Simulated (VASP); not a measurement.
Level of theory: PBE GGA with D4 dispersion, VASP's PBE PAW potentials (set 64) (plane waves; VASP).

Input for VASP

### POSCAR
```
Zr
1
    1.6054719664    -2.7807589628     0.0000000000
    1.6054719664     2.7807589628     0.0000000000
    0.0000000000     0.0000000000     5.1609885870
Zr
2
Direct
  0.3333330000   0.6666670000   0.2500000000
  0.6666670000   0.3333330000   0.7500000000
```

**INCAR**
```
SYSTEM = Zr
PREC = Accurate
ENCUT = 520
EDIFF = 1E-7
NELM = 100
ALGO = Normal
LREAL = .FALSE.
LASPH = .TRUE.
ISMEAR = 1
SIGMA = 0.1
GGA = PE
IVDW = 13
LMAXMIX = 4
LWAVE = .FALSE.
LCHARG = .FALSE.
ISIF = 4
IBRION = 2
NSW = 30
EDIFFG = -0.01
```

KPOINTS:
```
Automatic mesh
0
Gamma
13 13 7
0 0 0
```

POTCAR, in this order: Zr_sv (PBE.64 set). Program: vasp_std.

Question: Estimate the energy per atom (σ→0), dispersion energy, band gap (on the k-mesh).

Answer: 
| Item | Value |
|---|---|
| energy per atom (σ→0) | -8.725 eV/atom |
| dispersion energy | -0.413 eV |
| band gap (on the k-mesh) | none (metal, semimetal or under 0.01 eV) |

**OSZICAR**
```
...
   1 F= -.17449306E+02 E0= -.17449274E+02  d E =-.174493E+02
       N       E                     dE             d eps       ncg     rms          rms(c)
DAV:   1    -0.170362979510E+02   -0.27951E-03   -0.15804E-02  2704   0.118E+00    0.881E-02
DAV:   2    -0.170361137211E+02    0.18423E-03   -0.47561E-04  3136   0.175E-01    0.419E-02
DAV:   3    -0.170360601734E+02    0.53548E-04   -0.21404E-04  3696   0.107E-01    0.696E-03
DAV:   4    -0.170360606966E+02   -0.52328E-06   -0.33752E-06  3080   0.178E-02    0.330E-03
DAV:   5    -0.170360606050E+02    0.91668E-07   -0.20415E-07  2600   0.439E-03
   2 F= -.17449348E+02 E0= -.17449339E+02  d E =-.421873E-04
```

The compound is Zr in the hcp structure. This run relaxes it. Symmetry was kept, so distortions that lower it aren't found.
